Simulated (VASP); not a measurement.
Data:

```
LiF
1.0
    0.00000     1.99793     1.99793
    1.99793     0.00000     1.99793
    1.99793     1.99793     0.00000
Li F
1 1
Direct
  0.00000   0.00000   0.00000
  0.50000   0.50000   0.50000
```

All values below come from PBE GGA with D3 dispersion (zero damping), VASP's PBE PAW potentials (set 64) (plane waves; VASP). Numerical set-up: 520 eV cut-off, Gaussian smearing of 0.050 eV, potentials Li_sv F.

**Question.** Give the energies of bands 3 to 6 at the high-symmetry points, in eV from the valence-band maximum.

**Answer.** 
```json
[
 {"band": "3", "Γ": "0.00", "X": "-3.11", "U": "-2.59", "L": "-2.59", "W": "-2.15"},
 {"band": "4", "Γ": "0.00", "X": "-1.03", "U": "-1.61", "L": "-0.24", "W": "-2.15"},
 {"band": "5", "Γ": "0.00", "X": "-1.03", "U": "-0.76", "L": "-0.24", "W": "-0.82"},
 {"band": "6", "Γ": "9.31", "X": "15.04", "U": "14.65", "L": "10.90", "W": "15.25"}
]
```

The gap is direct, 9.31 eV, from the valence maximum at Γ to the conduction minimum at Γ.

Measured: gap 15.35 eV (computed value off by -6.04 eV), as given by Wei Chen et al., Physical Review Materials (2018), doi:10.1103/physrevmaterials.2.073803 [zero-point renormalisation of 1.15 eV added back (the table's ZPR column)].

The compound is LiF in the rock salt structure. It was relaxed first.
